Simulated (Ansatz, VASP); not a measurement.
# Cross-check of W2NCl2 (W2NCl2 MXene bilayer, AB) between VASP and Ansatz

One calculation is typed for both programs; each brings its own data sets. How far apart do they land? The cell is taken from a series of runs on this material, whose earlier steps may have relaxed, scaled, displaced or heated it; both programs get it as it stands.

Main program and level: Ansatz 0.2.0; plane waves, with VASP 6.6.1 beside it; single point at PBE with D4.

### 1. Starting point

The cell holds 10 atoms: 4 Cl, 4 W and 2 N. Its edges and angles: a = 2.922 Å, b = 2.922 Å, c = 34.593 Å, α = 90.0°, β = 90.0°, γ = 120.0°. Vacuum lies along c.

Coordinates:

```
Cl W N
1.0
     2.92154    0.00000    0.00000
    -1.46077    2.53013    0.00000
     0.00000    0.00000   34.59285
Cl W N
4 4 2
Cartesian
  0.0000 1.6868 9.0000
  1.4608 0.8434 15.5935
  1.4608 0.8434 18.9993
  1.4608 2.5301 25.5928
  1.4608 0.8434 10.8691
  0.0000 1.6868 13.7261
  1.4608 2.5301 20.8668
  1.4608 0.8434 23.7238
  1.4608 2.5301 12.2970
  0.0000 1.6868 22.2958
```

### 2. VASP: single point, PBE with D4

A single point gives forces, pressure and levels at one fixed geometry, so differences don't come from the geometry; what else differs is listed under the comparison.

Lines of VASP's logs that name or quote its potential files are left out, and so is its time.

File INCAR:

```
SYSTEM = W2NCl2
PREC = Accurate
ENCUT = 520
EDIFF = 1E-06
NELM = 120
ISMEAR = -1
SIGMA = 0.05
LREAL = .FALSE.
ALGO = Normal
GGA = PE
IVDW = 13
NBANDS = 41
LASPH = .TRUE.
LORBIT = 11
LWAVE = .FALSE.
LCHARG = .FALSE.
ISIF = 2
LDIPOL = .TRUE.
IDIPOL = 3
DIPOL = 0.5 0.5 0.5
LVHAR = .TRUE.
GGA_COMPAT = .FALSE.
NELMDL = -8
KPAR = 2
```

File POSCAR:

```
W2NCl2
1.0
    2.9215438511      0.0000000000      0.0000000000
   -1.4607719256      2.5301311933      0.0000000000
    0.0000000000      0.0000000000     34.5928462460
Cl W N
4 4 2
Direct
    0.3333333333      0.6666666666      0.2601693993
    0.6666666666      0.3333333333      0.4507732485
    0.6666666666      0.3333333333      0.5492267530
    0.9999999999      1.0000000000      0.7398306023
    0.6666666666      0.3333333333      0.3141998563
    0.3333333333      0.6666666666      0.3967900091
    0.9999999999      1.0000000000      0.6032099925
    0.6666666666      0.3333333333      0.6858001452
    0.9999999999      1.0000000000      0.3554791041
    0.3333333333      0.6666666666      0.6445208974
```

File KPOINTS:

```
Automatic mesh
0
Gamma
18 18 1
0 0 0
```

PAW data sets: Cl, W and N (PBE family, release 64).

The run is started by

```
> mpirun -np 2 vasp_std
```

Numbers of over 12 decimals in the logs are rounded to 6 here.

The log of the run:

```text
[banner, memory and clock lines left out]
running    2 mpi-ranks, on    1 nodes
 distrk:  each k-point on    1 cores,    2 groups
 distr:  one band on    1 cores,    1 groups

 POSCAR found type information on POSCAR ClW N
 POSCAR found :  3 types and      10 ions
 LDA part: xc-table for (Slater+PW92), standard interpolation
 POSCAR, INCAR and KPOINTS ok, starting setup
 FFT: planning ... GRIDC
 FFT: planning ... GRID_SOFT
 FFT: planning ... GRID
 WAVECAR not read
 entering main loop
       N       E                     dE             d eps       ncg     rms          rms(c)
DAV:   1     0.481796280418E+03    0.48180E+03   -0.27122E+04  3042   0.129E+03
DAV:   2    -0.229426360465E+02   -0.50474E+03   -0.48097E+03  4158   0.315E+02
DAV:   3    -0.809197082034E+02   -0.57977E+02   -0.55770E+02  3884   0.104E+02
DAV:   4    -0.837409648196E+02   -0.28213E+01   -0.27435E+01  4340   0.227E+01
DAV:   5    -0.838430637332E+02   -0.10210E+00   -0.10037E+00  4148   0.389E+00
DAV:   6    -0.838474829367E+02   -0.44192E-02   -0.43913E-02  4420   0.774E-01
DAV:   7    -0.838477862547E+02   -0.30332E-03   -0.30255E-03  4220   0.148E-01
DAV:   8    -0.838478080203E+02   -0.21766E-04   -0.21741E-04  4052   0.326E-02    0.524E+01
DAV:   9    -0.764450314682E+02    0.74028E+01   -0.47804E+01  4217   0.274E+01    0.219E+01
DAV:  10    -0.759757774973E+02    0.46925E+00   -0.49734E+00  4006   0.121E+01    0.113E+01
DAV:  11    -0.763270603581E+02   -0.35128E+00   -0.41756E+00  4292   0.865E+00    0.327E+00
DAV:  12    -0.759999980313E+02    0.32706E+00   -0.55034E+00  4372   0.877E+00    0.180E+00
DAV:  13    -0.758717972669E+02    0.12820E+00   -0.84982E-01  4362   0.365E+00    0.603E-01
DAV:  14    -0.758709207365E+02    0.87653E-03   -0.84041E-02  3666   0.137E+00    0.505E-01
[...]
DAV:  21    -0.758705192232E+02   -0.12481E-03   -0.19141E-05  3803   0.146E-02    0.101E-02
DAV:  22    -0.758705425580E+02   -0.23335E-04   -0.37605E-06  3340   0.735E-03    0.450E-03
DAV:  23    -0.758705660725E+02   -0.23515E-04   -0.11733E-06  2465   0.412E-03    0.250E-03
DAV:  24    -0.758705795567E+02   -0.13484E-04   -0.66574E-07  2225   0.358E-03    0.177E-03
DAV:  25    -0.758705882075E+02   -0.86509E-05   -0.65388E-07  2137   0.332E-03    0.155E-03
DAV:  26    -0.758705920957E+02   -0.38882E-05   -0.21122E-07  2057   0.214E-03    0.131E-03
DAV:  27    -0.758705945619E+02   -0.24663E-05   -0.13554E-07  2025   0.119E-03    0.985E-04
DAV:  28    -0.758705952699E+02   -0.70793E-06   -0.76126E-08  1881   0.110E-03
   1 F= -.79831921E+02 E0= -.79811705E+02  d E =-.404334E-01
```

OUTCAR, selected parts (step 2):

```text
ion  position               nearest neighbor table
   1  0.333  0.667  0.260-   5 2.52   5 2.52   5 2.52
   2  0.667  0.333  0.451-   6 2.52   6 2.52   6 2.52
   3  0.667  0.333  0.549-   7 2.52   7 2.52   7 2.52
   4  1.000  0.000  0.740-   8 2.52   8 2.52   8 2.52
   5  0.667  0.333  0.314-   9 2.21   9 2.21   9 2.21   1 2.52   1 2.52   1 2.52   6 3.32   6 3.32
                             6 3.32
   6  0.333  0.667  0.397-   9 2.21   9 2.21   9 2.21   2 2.52   2 2.52   2 2.52   5 3.32   5 3.32
                             5 3.32
   7  1.000  0.000  0.603-  10 2.21  10 2.21  10 2.21   3 2.52   3 2.52   3 2.52   8 3.32   8 3.32
                             8 3.32
   8  0.667  0.333  0.686-  10 2.21  10 2.21  10 2.21   4 2.52   4 2.52   4 2.52   7 3.32   7 3.32
                             7 3.32
   9  1.000  0.000  0.355-   5 2.21   5 2.21   5 2.21   6 2.21   6 2.21   6 2.21
  10  0.333  0.667  0.645-   8 2.21   8 2.21   8 2.21   7 2.21   7 2.21   7 2.21

  LATTYP: Found a hexagonal cell.
 ALAT       =     2.9215438511
 C/A-ratio  =    11.8406048340

 Subroutine GETGRP returns: Found 12 space group operations
 (whereof  6 operations were pure point group operations)

The static configuration has the point symmetry C_3v.
 The point group associated with its full space group is D_3d.

 Found     37 irreducible k-points:

   k-points           NKPTS =     37   k-points in BZ     NKDIM =     37   number of bands    NBANDS=     41

   dimension x,y,z NGX =    24 NGY =   24 NGZ =  270
   dimension x,y,z NGXF=    48 NGYF=   48 NGZF=  540

   ENCUT  =  520.0 eV  38.22 Ry    6.18 a.u.   5.43  5.43 64.32*2*pi/ulx,y,z

   NELECT =      62.0000    total number of electrons

 k-points in reciprocal lattice and weights: Automatic mesh
   0.00000000  0.00000000  0.00000000       0.003
   0.05555556 -0.00000000  0.00000000       0.019
   0.11111111 -0.00000000  0.00000000       0.019
   0.16666667 -0.00000000  0.00000000       0.019
   0.22222222  0.00000000  0.00000000       0.019
   0.27777778  0.00000000  0.00000000       0.019
   0.33333333  0.00000000  0.00000000       0.019
   0.38888889  0.00000000  0.00000000       0.019
   0.44444444  0.00000000  0.00000000       0.019
[...]
0.33333333  0.27777778  0.00000000       0.037
   0.33333333  0.33333333  0.00000000       0.006

 dipolmoment           0.000000      0.000000     -0.000000 electrons x Angstroem

 average (electrostatic) potential at core
       1 -94.8714       2 -94.8753       3 -94.8753       4 -94.8714       5 -44.0287
       6 -44.0203       7 -44.0203       8 -44.0287       9 -67.5468      10 -67.5468

 E-fermi :   2.8074

 k-point     1 :       0.0000    0.0000    0.0000
  band No.  band energies     occupation
    ...
     32       1.7381      2.00000
     33       2.7213      1.69662
     34       2.7213      1.69662
     35       2.7219      1.69368
     36       2.7219      1.69368
     37       3.5601      0.00000
     38       3.5601      0.00000
     39       3.5715      0.00000
     40       3.5715      0.00000
     41       5.1990      0.00000

 k-point     2 :       0.0556   -0.0000    0.0000
  band No.  band energies     occupation
    ...
     32       1.8680      2.00000
     33       2.6706      1.87812
     34       2.6733      1.87180
     35       2.7986      1.08714
     36       2.8005      1.06810
     37       3.5963      0.00000
     38       3.6000      0.00000
     39       3.6112      0.00000
     40       3.6245      0.00000
     41       5.2991      0.00000

 k-point     3 :       0.1111   -0.0000    0.0000
  band No.  band energies     occupation
    ...
     30       1.9187      2.00000
     31       1.9816      2.00000
     32       2.0138      2.00000
     33       2.4919      1.99637
     34       2.5092      1.99487
     35       2.9894      0.05108
     36       2.9948      0.04601
     37       3.7142      0.00000
     38       3.7251      0.00000
     39       3.8297      0.00000
    ...

  DFT-D4 for vdW energy calculation

  Edisp (eV):   -3.96133

  Total      -0.83278    -0.83278    -0.89193     0.00000     0.00000    -0.00000
  in kB      -5.21791    -5.21791    -5.58854     0.00000     0.00000    -0.00000
  external pressure =       -5.34 kB  Pullay stress =        0.00 kB

  energy-cutoff  :      520.00
  volume of cell :      255.71
      direct lattice vectors                 reciprocal lattice vectors
     2.921543851  0.000000000  0.000000000     0.342284782  0.197618211  0.000000000
    -1.460771926  2.530131193  0.000000000     0.000000000  0.395236422  0.000000000
     0.000000000  0.000000000 34.592846246     0.000000000  0.000000000  0.028907711

 POSITION                                       TOTAL-FORCE (eV/Angst)
 -----------------------------------------------------------------------------------
     -0.00000      1.68675      9.00000        -0.000000      0.000000      0.087412
      1.46077      0.84338     15.59353        -0.000000     -0.000000     -0.094960
      1.46077      0.84338     18.99932        -0.000000      0.000000      0.094960
      2.92154      0.00000     25.59285        -0.000000     -0.000000     -0.087412
      1.46077      0.84338     10.86907         0.000000      0.000000     -0.060098
     -0.00000      1.68675     13.72610        -0.000000      0.000000      0.049454
      2.92154      0.00000     20.86675         0.000000     -0.000000     -0.049454
      1.46077      0.84338     23.72378         0.000000     -0.000000      0.060098
      2.92154      0.00000     12.29703        -0.000000     -0.000000     -0.000910
     -0.00000      1.68675     22.29581        -0.000000      0.000000      0.000910
 -----------------------------------------------------------------------------------
    total drift:                                0.000001      0.000000     -0.000007

  FREE ENERGIE OF THE ION-ELECTRON SYSTEM (eV)
  ---------------------------------------------------
  free  energy   TOTEN  =       -79.8319213266 eV

  energy  without entropy=      -79.7914879097  energy(sigma->0) =      -79.81170462

 vacuum level on the upper side and lower side of the slab         6.692         6.692

 total charge
# of ion       s       p       d       tot
------------------------------------------
    1        1.617   3.515   0.000   5.132
    2        1.618   3.515   0.000   5.133
    3        1.618   3.515   0.000   5.133
    4        1.617   3.515   0.000   5.132
    5        0.502   0.586   4.233   5.321
    6        0.502   0.586   4.234   5.322
    7        0.502   0.586   4.234   5.322
    8        0.502   0.586   4.233   5.321
    9        1.217   2.500   0.000   3.717
   10        1.217   2.500   0.000   3.717
--------------------------------------------------
tot         10.909  21.406  16.934  49.249

[... 3 further parts left out ...]
```

(Part 1 of 2 ends here.)

[Lines on the potential files, build, host, timing and source positions are cut from VASP's logs without a mark.]

[Logs are printed without paths, hosts, clocks, repeated set-up lines and the standing remarks that a program may print on its own settings, such as how far it seeks lower states.]

[Hosts, paths, dates, database ids (printed as entryN), source tags and the programs' standing remarks are cut or masked in the printed files.]
